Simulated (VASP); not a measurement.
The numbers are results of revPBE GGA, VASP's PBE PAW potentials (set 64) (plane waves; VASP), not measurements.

VASP ran on this input.

POSCAR:
```
PbTe
1
    0.0000000000     3.3136648165     3.3136648165
    3.3136648165     0.0000000000     3.3136648165
    3.3136648165     3.3136648165     0.0000000000
Te Pb
1 1
Direct
  0.5000000000   0.5000000000   0.5000000000
  0.0000000000   0.0000000000   0.0000000000
```

KPOINTS:
```
K-points
0
gamma
8 8 8
0 0 0
```

INCAR:
```
SYSTEM  =  PbTe
PREC  =  Accurate; ENCUT  =  520; LREAL  =  .FALSE.
LASPH  =  .TRUE.
EDIFF  =  1E-7; NELM  =  100; ALGO  =  Normal
LMAXMIX  =  4
ISMEAR  =  -5
GGA  =  RE
ISIF  =  2
LWAVE  =  .FALSE.; LCHARG  =  .TRUE.; LORBIT  =  11
NEDOS  =  601
```

POTCAR, in this order: Te Pb_d (PBE.64 set). Program: vasp_std.

The resulting files:

OSZICAR:
```
       N       E                     dE             d eps       ncg     rms          rms(c)
DAV:   1     0.151556681366E+03    0.15156E+03   -0.92678E+03   812   0.135E+03
DAV:   2     0.479095863000E+01   -0.14677E+03   -0.14445E+03   824   0.328E+02
DAV:   3    -0.676596267896E+01   -0.11557E+02   -0.11486E+02  1082   0.995E+01
DAV:   4    -0.707228822381E+01   -0.30633E+00   -0.30624E+00   988   0.195E+01
DAV:   5    -0.708046097878E+01   -0.81728E-02   -0.81727E-02  1104   0.279E+00    0.290E+00
DAV:   6    -0.692582618854E+01    0.15463E+00   -0.38383E-01  1060   0.454E+00    0.177E+00
DAV:   7    -0.692415729570E+01    0.16689E-02   -0.10845E-01   988   0.175E+00    0.925E-01
DAV:   8    -0.692834060321E+01   -0.41833E-02   -0.13846E-02   836   0.139E+00    0.152E-01
DAV:   9    -0.692813105988E+01    0.20954E-03   -0.16790E-03  1176   0.482E-01    0.679E-02
DAV:  10    -0.692826404113E+01   -0.13298E-03   -0.27015E-04   812   0.110E-01    0.216E-02
DAV:  11    -0.692828358506E+01   -0.19544E-04   -0.71667E-05   936   0.820E-02    0.122E-02
DAV:  12    -0.692828380824E+01   -0.22319E-06   -0.39782E-06  1070   0.148E-02    0.105E-02
DAV:  13    -0.692828336451E+01    0.44374E-06   -0.20118E-06   854   0.968E-03    0.319E-03
DAV:  14    -0.692828354143E+01   -0.17692E-06   -0.58032E-07  1002   0.755E-03    0.307E-03
DAV:  15    -0.692828361539E+01   -0.73959E-07   -0.11949E-07   610   0.280E-03
   1 F= -.69282836E+01 E0= -.69282836E+01  d E =0.000000E+00
```

File OUTCAR:
```
------------------------ aborting loop because EDIFF is reached ----------------------------------------
  FORCE on cell =-STRESS in cart. coord.  units (eV):
  Direction    XX          YY          ZZ          XY          YZ          ZX
  --------------------------------------------------------------------------------------
  Total        0.0028360      0.0028360      0.0028360      0.0000000      0.0000000      0.0000000
  in kB        0.0624393      0.0624393      0.0624393      0.0000000      0.0000000      0.0000000
  external PRESSURE =       0.0624393 kB  Pullay stress =       0.0000000 kB
  volume of cell :       72.77
      direct lattice vectors                 reciprocal lattice vectors
     0.000000000  3.313664817  3.313664817    -0.150890337  0.150890337  0.150890337
     3.313664817  0.000000000  3.313664817     0.150890337 -0.150890337  0.150890337
     3.313664817  3.313664817  0.000000000     0.150890337  0.150890337 -0.150890337
  FREE ENERGIE OF THE ION-ELECTRON SYSTEM (eV)
  ---------------------------------------------------
  free  energy   TOTEN  =        -6.9282836154 eV

  energy  without entropy=       -6.9282836154  energy(sigma->0) =       -6.92828362

 total charge

# of ion       s       p       d       tot
------------------------------------------
    1        1.369   1.993   0.014   3.376
    2        1.469   0.533   9.831  11.833
--------------------------------------------------
tot          2.839   2.526   9.845  15.209
```
(Selected blocks of OUTCAR.)

The compound is PbTe in the rock salt structure. It was relaxed first, which changed the volume by +8 %.
